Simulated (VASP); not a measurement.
Wanted: the native input for a VASP 6.6.1 run.

```
Task                   : relaxation of cell and atoms
Functional             : revPBE
Dispersion             : D4
Potentials or basis    : VASP PAW PBE potentials, release 64 (La, Sc_sv)
Cutoff                 : 600 eV
k mesh                 : 7 × 7 × 7
Occupations            : fermi-dirac, width 0.05 eV
Spin                   : no spin polarisation
Further INCAR settings : ALGO = Normal; EDIFF = 1e-06; IBRION = 2; EDIFFG = -0.01; NSW = 60; ISIF = 3
```

The structure of LaSc lies in POSCAR:

```
LaSc
1.0
    3.9480400000      0.0000000000      0.0000000000
    0.0000000000      3.9480400000      0.0000000000
    0.0000000000      0.0000000000      3.9480400000
La Sc
1 1
Direct
    0.0000000000      0.0000000000      0.0000000000
    0.5000000000      0.5000000000      0.5000000000
```

The cell was built by a generator and needn't be a form met in nature.

One way to write it, as run:

INCAR

```
PREC = Accurate
ENCUT = 600
EDIFF = 1E-6
ISMEAR = -1
SIGMA = 0.05
LREAL = False
LASPH = True
NELM = 60
ALGO = Normal
ISIF = 3
LWAVE = False
LCHARG = False
GGA = RE
IVDW = 13
IBRION = 2
NSW = 60
EDIFFG = -0.01
```

KPOINTS

```
Automatic mesh
0
Gamma
  7 7 7
```

Potentials or basis: VASP PAW PBE potentials, release 64 (La, Sc_sv).

The run is started by

```console
$ cat potpaw_PBE.64/La/POTCAR potpaw_PBE.64/Sc_sv/POTCAR > POTCAR
$ mpirun -np 1 vasp_std > vasp.out
```

Results of the run:

* Relaxed volume: 30.26 Å³/atom
* Relaxed cell: a = 3.926 Å, b = 3.926 Å, c = 3.926 Å, α = 90.00°, β = 90.00°, γ = 90.00°
* Space group after relaxing (to 0.05 Å): Pm-3m (No. 221)
* Energy gained by relaxing: 1.0 meV/atom
* Ionic steps: 2
* Pressure after relaxing: 0.0 GPa
* Band gap on the k mesh: none (metal or under the smearing width)
* Dispersion energy per atom: -0.351 eV

Caveat: the PAW data sets were made with another functional, which shifts forces and pressure a little; pairwise dispersion overbinds metals, which lowers pressure and volume.

It took 46 s on 1 thread of Intel(R) Xeon(R) Platinum 8375C CPU @ 2.90GHz (Ice Lake), with other jobs on the host, peak memory 0.2 GiB.
